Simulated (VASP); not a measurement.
Be2ZnO3:

```
CELL_PARAMETERS angstrom
3.58126 0.00000 0.00000
-1.79063 3.10146 0.00000
0.00000 0.00000 5.20017
ATOMIC_POSITIONS crystal
Be 0.66667 0.33333 0.72304
Be 0.66667 0.33333 0.27696
Zn 0.66667 0.33333 0.00000
O 0.00000 0.00000 0.71367
O 0.00000 0.00000 0.28633
O 0.66667 0.33333 0.50000
```

The cell was built by a generator and needn't be a form met in nature.

| Item | Value |
| --- | --- |
| Program | VASP 6.6.1 |
| Task | relaxation of cell and atoms |
| Functional | PBE |
| Potentials or basis | VASP PAW PBE potentials, release 64 (Be, Zn, O) |
| Cutoff | 520 eV |
| k mesh | 5 × 5 × 3 |
| Occupations | gaussian, width 0.15 eV |
| Spin | no spin polarisation |

At the start: pressure 81.1 GPa; volume 9.63 Å³/atom.

How do energy, volume and symmetry change on relaxing?

Over 22 steps the energy falls by 3491.9 meV/atom and the volume is 8.47 Å³/atom (-12.0 %); space group P-6m2 (No. 187, to 0.05 Å).

The path:
| step | energy change (eV) | largest force (eV/Å) | pressure (GPa) | volume (Å³) |
| --- | --- | --- | --- | --- |
| 1 | 0.0000 | 4.3376 | 81.12 | 57.76 |
| 2 | -8.0032 | 2.3697 | -59.29 | 94.90 |
| 3 | -15.6597 | 1.9722 | -24.24 | 78.56 |
| 4 | -15.7143 | 2.1154 | -20.79 | 77.37 |
| 5 | -15.7141 | 2.1865 | -19.46 | 76.85 |
| 6 | -18.3654 | 2.8489 | -14.56 | 63.81 |
| 7 | 126.0651 | 10.5499 | 328.94 | 31.58 |
| 8 | -16.3494 | 2.6233 | -7.14 | 58.97 |
| 9 | -19.6963 | 3.8613 | 8.48 | 50.82 |
| 10 | -19.8688 | 2.0887 | -3.23 | 47.09 |
| 11 | -20.4360 | 0.9399 | -1.47 | 48.74 |
| 12 | -20.4904 | 1.2846 | -0.25 | 49.27 |
| 13 | -20.4929 | 1.3658 | 0.02 | 49.41 |
| 14 | -20.6512 | 1.1102 | 1.20 | 49.09 |
| 15 | -20.8546 | 0.9145 | 9.47 | 48.13 |
| 16 | -20.8623 | 0.8073 | 6.14 | 48.37 |
| 17 | -20.8655 | 0.8373 | 7.43 | 48.28 |
| 18 | -20.9300 | 0.7234 | 1.18 | 50.72 |
| 19 | -20.9414 | 0.2603 | 3.38 | 50.02 |
| 20 | -20.9356 | 0.4656 | -3.65 | 51.38 |
| 21 | -20.9487 | 0.1382 | 0.05 | 50.58 |
| 22 | -20.9514 | 0.0477 | -0.15 | 50.81 |

Final structure:
```yaml
crystal:
  lattice:
    - [2.83917, 0.00000, 0.00000]
    - [-1.41958, 2.45879, 0.00000]
    - [0.00000, 0.00000, 7.27853]
  atoms:
    - { symbol: Be, position: [0.66667, 0.33333, 0.69036] }
    - { symbol: Be, position: [0.66667, 0.33333, 0.30964] }
    - { symbol: Zn, position: [0.66667, 0.33333, 0.00000] }
    - { symbol: O, position: [0.00000, 0.00000, 0.80858] }
    - { symbol: O, position: [0.00000, 0.00000, 0.19142] }
    - { symbol: O, position: [0.66667, 0.33333, 0.50000] }
```

Caveat: the k mesh is coarse (spacing up to 0.41 Å⁻¹), so the values aren't converged.
